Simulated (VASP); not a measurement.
**CdAu3 (space group I4/mmm): computed properties**

These are PBEsol GGA, VASP's PBE PAW potentials (set 64) (plane waves; VASP) values and carry that method's errors.

| Item | Result |
|---|---|
| space group | I4/mmm (139) |
| cell | a = b = 4.168 Å, c = 8.063 Å, α = β = γ = 90.00° |
| volume per atom | 17.51 Å^3/atom |
| band gap (over mesh and band path) | none (metal, semimetal or under 0.01 eV) |
| band gap with spin-orbit coupling | none (metallic) |
| density | 16.68 g/cm³ |

```cif
data_Au3Cd
_chemical_formula_sum 'Cd1 Au3'
_space_group_name_H-M_alt 'P 1'
_space_group_IT_number 1
_cell_length_a 4.99390
_cell_length_b 4.99390
_cell_length_c 4.99390
_cell_angle_alpha 130.670
_cell_angle_beta 130.670
_cell_angle_gamma 72.337
loop_
_space_group_symop_operation_xyz
  'x, y, z'
loop_
_atom_site_label
_atom_site_type_symbol
_atom_site_fract_x
_atom_site_fract_y
_atom_site_fract_z
_atom_site_occupancy
Cd1 Cd 0.00000 0.00000 0.00000 1
Au1 Au 0.75000 0.25000 0.50000 1
Au2 Au 0.25000 0.75000 0.50000 1
Au3 Au 0.50000 0.50000 0.00000 1
```

Unless said otherwise, spin-orbit coupling is left out, though it shifts the bands of the heavy elements here.

The structure comes from a computed database's CdAu3 entry (I4/mmm); how it stands against other phases isn't given here. It was relaxed first. Symmetry was kept, so distortions that lower it aren't found. The electron count is odd and the run is not spin-polarised, which forces a metal.
